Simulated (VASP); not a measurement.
Level of theory: r2SCAN meta-GGA, VASP's PBE PAW potentials (set 64) (plane waves; VASP).

Gaps are without spin-orbit coupling.

The volume per atom is 24.45 Å^3/atom. The band gap (over mesh and band path) is 3.85 eV and the smallest direct gap (over mesh and band path) comes out as 4.05 eV.

Problem. Which relaxed crystal gives these values?
A) C, Fd-3m (227)
B) CaHI, P4/nmm (129)
C) PbIF, P4/nmm (129)
D) RbBr, Pm-3m (221)

Solution. B, CaHI, P4/nmm (129)
